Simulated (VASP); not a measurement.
Sn:

```
Sn
1.0
     0.00000    3.26858    3.26858
     3.26858    0.00000    3.26858
     3.26858    3.26858    0.00000
Sn
2
Cartesian
  0.0000 0.0000 0.0000
  1.6343 1.6343 1.6343
```

The cell was built by a generator and needn't be a form met in nature.

Base run:

```yaml
Program: VASP 6.6.1
Functional: LDA
Potentials_or_basis: VASP PAW LDA potentials, release 64 (Sn_d)
Cutoff: 520 eV
k_mesh: 10 × 10 × 10
Occupations: gaussian, width 0.03 eV
Spin: no spin polarisation
```

Its results: pressure -1.2 GPa.

**Question.** The run is repeated on the same cell with these changes: functional from LDA to r2SCAN; potentials or basis from VASP PAW LDA potentials, release 64 (Sn_d) to VASP PAW PBE potentials, release 64 (Sn_d). What comes out?

**Answer.** Pressure 0.5 GPa.

Caveats: the PAW data sets were made with another functional, which shifts forces and pressure a little (some runs).
